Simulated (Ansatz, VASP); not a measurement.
# Cross-check of BN between VASP and Ansatz

Aim: how closely do two programs agree when they are given the same cell, functional and k mesh? The cell is taken from a series of runs on this material, whose earlier steps may have relaxed, scaled, displaced or heated it; both programs get it as it stands.

Calculated with Ansatz 0.2.0; plane waves, with VASP 6.6.1 beside it; zone-centre phonons at PBE.

### 1. The structure

It takes space group F-43m (No. 216, cubic). Conventional cell: a = 3.625 Å, b = 3.625 Å, c = 3.625 Å, α = 90.00°, β = 90.00°, γ = 90.00°. Nearest to B lie 4 N at 1.57 Å. N has 4 B at 1.57 Å nearest. Farther neighbours and most contacts between anions are not listed.

### 2. Ansatz: zone-centre phonons, PBE

Ansatz runs on its default PAW (the set named soft_2) files.

Second derivatives magnify differences that forces hide, and they need a tight electronic threshold.

The input, input.yaml:

```yaml
crystal:
  lattice:
    - [0.0, 1.8123739535, 1.8123739535]
    - [1.8123739535, 0.0, 1.8123739535]
    - [1.8123739535, 1.8123739535, 0.0]
  atoms:
    - { symbol: B, position: [0.0, 0.0, 0.0] }
    - { symbol: "N", position: [0.75, 0.75, 0.75] }
kpoints:
  mp_grid: { grid: [10, 10, 10] }
hamiltonian:
  xc: pbe
scf:
  occupations: { method: fixed }
output:
  eigenvalues: true
phonons:
  method: dfpt
  dielectric: true
  rigid_motions: translations
basis:
  ecutwfc: 550
```

Command:

```sh
> ansatz run input.yaml --threads 4 --pin off --max-ram 15360MiB --backend cpu --events-out ev --progress --plain --runs-dir out
```

Numbers of over 12 decimals in the logs are rounded to 6 here.

The log of the run:

```text
Engine: ansatz 0.2.0, x86_64-unknown-linux-gnu
Pseudopotentials: kind: paw
Pseudopotential: B, paw, valence charge 3, recommended cutoff 420 eV (normal), B.paw.azcp
Pseudopotential: N, paw, valence charge 5, recommended cutoff 420 eV (normal), N.paw.azcp
Functional definition: PBE
  parameter kappa = 0.804
  parameter beta = 0.066725
  exchange = pbe_x(kappa = kappa, mu = beta*pi^2/3)
  correlation = pbe_c(beta = beta)
Crystal: 2 atoms, lattice volume = 11.906 Å³
Basis set: ecut = 550 eV, 339 PW (Γ), exchange–correlation on 40×40×40 points (8 copies of the dense FFT grid, shifted against one another)
Bands: 8, of which v1, the nominal top of the filled ones, is band 4 counted from 1 (3 counted from 0)
Symmetry: 24 space group operations
k-points: 171 of 1000 (irreducible under 4 space group operations, time reversal used)
Non-local potential: B, projectors of the file, l = 0: 2, l = 1: 2, l = 2: 1
Non-local potential: N, projectors of the file, l = 0: 2, l = 1: 2, l = 2: 1
PAW form: soft (Blöchl's): semilocal exchange-correlation on the pseudo side does not see the compensation charge
PAW one-centre angular grid: B, 110 points (default); XC on 64 Gauss nodes
PAW one-centre angular grid: N, 110 points (default); XC on 64 Gauss nodes
Initial density: superposition of atomic densities (neutral atoms: chi_scale 0, normalization atom), corrected by the library's trained network
Initial wavefunctions: pseudopotential atomic-orbital guess
Functional: x = pbe(κ = 0.804, μ = 0.219515), c = pbe(β = 0.066725)
SCF iter   1: F=—  HF=-542.282413 eV  |F-HF|=—  |Δ(HF+E_count)|=         —  Δρ=1.96e-3  dr2=1.97e-4  ethr=1.77e-3  ⟨swp⟩=3.9  Hψ=7784  notcnv=0  defer=276
preconditioner: auto → none  [insulator: Δε(μ)=4.467 eV  Ē_g=19.895 eV  n_scr=0 (ndim 8)  ℏωp=30.4 eV  f_vac=0.000  ε∞_Penn≈3.3]
SCF iter   2: F=—  HF=-542.282569 eV  |F-HF|=—  |Δ(HF+E_count)|=   1.56e-4  Δρ=9.64e-4  dr2=2.76e-5  ethr=2.47e-6  ⟨swp⟩=2.0  Hψ=3767  notcnv=0  defer=331
SCF iter   3: F=—  HF=-542.282608 eV  |F-HF|=—  |Δ(HF+E_count)|=   3.88e-5  Δρ=4.72e-4  dr2=6.11e-6  ethr=3.45e-7  ⟨swp⟩=2.1  Hψ=1882  notcnv=0  defer=184
SCF iter   4: F=—  HF=-542.282625 eV  |F-HF|=—  |Δ(HF+E_count)|=   1.68e-5  Δρ=1.40e-4  dr2=5.22e-7  ethr=7.64e-8  ⟨swp⟩=2.8  Hψ=2143  notcnv=0
SCF iter   5: F=—  HF=-542.282627 eV  |F-HF|=—  |Δ(HF+E_count)|=   2.23e-6  Δρ=2.28e-5  dr2=1.42e-8  ethr=6.53e-9  ⟨swp⟩=2.3  Hψ=1984  notcnv=0
SCF iter   6: F=-542.282627 eV  HF=-542.282627 eV  |F-HF|=2.11e-10  |Δ(HF+E_count)|=   3.97e-8  Δρ=1.69e-6  dr2=7.61e-11  ethr=1.25e-12  ⟨swp⟩=5.6  Hψ=8420  notcnv=0
SCF 1 converged in 6 iterations: F = -542.282627 eV  dr2 = 7.61e-11
  greatest PAW one-centre occupation: 0.786 electrons in one spin orbital (limit 2), on the N atom at site 1 (counted from 0), in its partial waves of l = 0
NSCF: frozen V_eff on 2 k-points
DFPT response loops at Γ: preconditioner auto → none (the input reference at scf.mixing.eps_inf says where Resta's filter doesn't serve); β = 0.50; Broyden in place of MSR1
── the response to a field inside a basis, on 10×10×10 k-points: an SCF that follows is theirs, and a resumed run solves both again ──
Bands: 5, of which v1, the nominal top of the filled ones, is band 4 counted from 1 (3 counted from 0)
k-points: 110 of 1000 (irreducible under 6 space group operations, time reversal used)
Initial density: handed on by an earlier stage of this run
Initial wavefunctions: pseudopotential atomic-orbital guess (no wavefunctions were taken with the density)
Eigensolver: Dense (110 Hₖ)
SCF iter   1: F=—  HF=-542.282260 eV  |F-HF|=—  |Δ(HF+E_count)|=         —  Δρ=1.48e-4  dr2=2.38e-7  ethr=1.00e-1
preconditioner: auto → none  [insulator: Δε(μ)=4.742 eV  Ē_g=16.332 eV  n_scr=0 (ndim 8)  ℏωp=30.4 eV  f_vac=0.000  ε∞_Penn≈4.5]
SCF iter   2: F=-542.282261 eV  HF=-542.282260 eV  |F-HF|=3.12e-7  |Δ(HF+E_count)|=   9.05e-7  Δρ=7.52e-5  dr2=6.19e-8  ethr=2.97e-9
SCF 1 converged in 2 iterations: F = -542.282261 eV  dr2 = 6.19e-8
DFPT response loops at Γ: mixed as the last ones told, above
SCF converged after 6 iterations
Free energy (F): -542.282627 eV
Harris-Foulkes:  -542.282627 eV  (|F-HF|=2.11e-10)
Internal energy: -542.282627 eV  (E = F + TS)
E sigma→0 (E₀):  -542.282627 eV
Fermi energy:    11.051681 eV
--- Per-component energies (eV) ---
  E_band       = 25.734047
  E_kinetic    = 185.024478
  E_local      = -176.102607  (includes V_loc(G=0)·N_el)
  E_nonlocal   = 56.635060
  E_hartree    = 49.319417
  E_xc         = -93.298088
  E_vxc        = -116.034916  (∫ρ·V_xc dr)
  E_paw        = -206.440038  (= ΣΔE_a)
  E_vpaw       = -22.426755  (= ΣTr[D̂ρ^β])
  E_aug_tail   = 0.000009  (compensation charges beyond the density's cutoff)
  E_ewald      = -357.420858
  E_smearing   = -0.000000  (= −TS)
  E_closure    = 0.000000  (closes the sum)
  Σ components = -542.282627   (vs F -542.282627, Δ=0.00e0)
--- Band table (eV; the first three rows and the last of 171) ---
  k-point 0: bands = ["-9.0892", "11.0517", "11.0517", "11.0517", "19.8432", "19.8432", "19.8432", "21.2435"]
  k-point 1: bands = ["-8.8477", "9.7887", "10.8000", "10.8000", "20.0933", "20.2229", "20.2229", "22.0526"]
  k-point 2: bands = ["-8.1369", "7.0893", "10.2335", "10.2335", "20.4391", "21.0107", "21.0107", "23.7299"]
  k-point 170: bands = ["-3.4673", "2.8465", "4.3022", "5.6937", "20.5576", "23.4163", "25.7286", "26.6567"]
--- Phonons (Γ-DFPT): 2 representative perturbations + reference, on 171 of 1000 k-points (Σ response iterations 6) ---
  k mesh reduced under 4 symmetry operations, with k and −k counted as one. Each operation leaves every solved perturbation unchanged. A smaller set is not considered because the run solves the response to a homogeneous field
  ASR residual: 5.497e-4 → 0.000e0 eV/Å²; symmetrization residual: 5.596e-7 eV/Å²
  ASR residual per site (eV/Å²): 1.63e-4 5.50e-4
  Γ frequencies (cm⁻¹): 0.00 0.00 0.00 1027.05 1027.05 1027.05
  ε∞ (high-frequency dielectric tensor):
        4.614744    -0.000000     0.000000
       -0.000000     4.614744     0.000000
        0.000000     0.000000     4.614744
  ε⁰ (static dielectric tensor: ions relaxed, cell fixed):
        6.967695    -0.000000     0.000000
       -0.000000     6.967695    -0.000000
        0.000000    -0.000000     6.967695
  ε⁰ − ε∞ (ionic part):
        2.352951    -0.000000     0.000000
       -0.000000     2.352951    -0.000000
        0.000000    -0.000000     2.352951
  softest optical mode at Γ: 1027.05 cm⁻¹; the repairs (sum rule, projections) moved no ω² at Γ by more than (3.28 cm⁻¹)²
  Born effective charges Z* (e; rows j = field, columns β = displacement):
    site 0:
         1.91419   -0.00000   -0.00000
         0.00000    1.91419    0.00000
         0.00000    0.00000    1.91419
    site 1:
        -1.91419    0.00000    0.00000
        -0.00000   -1.91419   -0.00000
        -0.00000   -0.00000   -1.91419
  Z* charge neutrality: 9.950e-5 e pre-enforcement
  solved inside a basis spanned on kpoints, on 10×10×10 k-points, its susceptibility summed on 14×14×14: ε∞ is read to err by 1.1e-2, Z* by 6.3e-3 e (field_mesh: kpoints solves on kpoints); Z* is corrected for what the basis lacks
  optical modes at Γ without the LO–TO term, one row a degenerate level:
      ω (cm⁻¹)  modes    IR ((D/Å)²/amu)
       1027.05      3            41.5654
  optical modes at Γ + LO–TO along q̂ = [1.0000, 0.0000, 0.0000]:
      ω (cm⁻¹)  modes    IR ((D/Å)²/amu)
       1027.05      2            27.7103
       1262.01      1            13.8551
  optical modes at Γ + LO–TO along q̂ = [0.0000, 1.0000, 0.0000]:
      ω (cm⁻¹)  modes    IR ((D/Å)²/amu)
       1027.05      2            27.7103
       1262.01      1            13.8551
  optical modes at Γ + LO–TO along q̂ = [0.0000, 0.0000, 1.0000]:
      ω (cm⁻¹)  modes    IR ((D/Å)²/amu)
       1027.05      2            27.7103
       1262.01      1            13.8551
```

Reading the cycles: dr2 is the Hartree energy of the density residual (eV), the measure of convergence; HF is the Harris–Foulkes estimate of the energy, which meets the free energy F at convergence.

(Continued in part 2 of 2.)

[Lines on the potential files, build, host, timing and source positions are cut from VASP's logs without a mark.]

[Logs are printed without paths, hosts, clocks, repeated set-up lines and the standing remarks that a program may print on its own settings, such as how far it seeks lower states.]

[Hosts, paths, dates, database ids (printed as entryN), source tags and the programs' standing remarks are cut or masked in the printed files.]
